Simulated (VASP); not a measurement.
A convergence study with VASP on W (bcc): one setting is varied, all else stays as given below, so the limit is that of these other settings. The cell's lengths are 1 % over those of the tabulated start, so it is off equilibrium.

```
CELL_PARAMETERS angstrom
     -1.59580     1.59580     1.59580
      1.59580    -1.59580     1.59580
      1.59580     1.59580    -1.59580
ATOMIC_POSITIONS crystal
  W  0.00000 0.00000 0.00000
```

The numbers are results of PBE GGA, VASP's PBE PAW potentials (set 64) (plane waves; VASP), not measurements. The tightest run used: 1000 eV cut-off, 18×18×18 Γ-centred mesh, first-order Methfessel-Paxton smearing of 0.10 eV, potentials W_sv.

```
setting      E (eV/atom)  pressure (GPa)  plane waves
-----------  -----------  --------------  -----------
ENCUT = 150     -12.9304         -103.55           79
ENCUT = 200     -12.9444           -9.66          116
ENCUT = 250     -12.9493           -2.81          152
```

### Question
These are the cheaper rows. Estimate the results at ENCUT = 1000, and how far the last row shown lies from them.

### Answer

```json
[
 {"quantity": "E (eV/atom)", "tightest run": "-12.9489", "last row shown is off by": "-0.0004"},
 {"quantity": "pressure (GPa)", "tightest run": "-1.76", "last row shown is off by": "-1.05"}
]
```

Left out are rungs that failed or repeat a setting and relaxations that didn't move; long series are thinned to 24 rows.

The compound is W in the bcc structure. The cell was not relaxed at this level.
